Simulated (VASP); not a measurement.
```
CdF2
1.0
    0.00000     2.69927     2.69927
    2.69927     0.00000     2.69927
    2.69927     2.69927     0.00000
Cd F
1 2
Direct
  0.00000   0.00000   0.00000
  0.25000   0.25000   0.25000
  0.75000   0.75000   0.75000
```

Computed with PBEsol GGA, VASP's PBE PAW potentials (set 64) (plane waves; VASP 6.6.1). Numerical set-up: 520 eV cut-off, 8×8×8 Γ-centred mesh, tetrahedra with Blöchl corrections, potentials Cd F.

### Question
Estimate the energy per atom (σ→0), band gap (on the k-mesh) with the smallest direct gap where there is one.

### Answer

| Item | Value |
|---|---|
| band gap (on the k-mesh) | 2.88 eV |
| smallest direct gap (on the k-mesh) | 3.38 eV |
| energy per atom (σ→0) | -3.865 eV/atom |

Only differences to runs with the same potentials and settings are physical.

The compound is CdF2 in the fluorite structure. It was relaxed first.
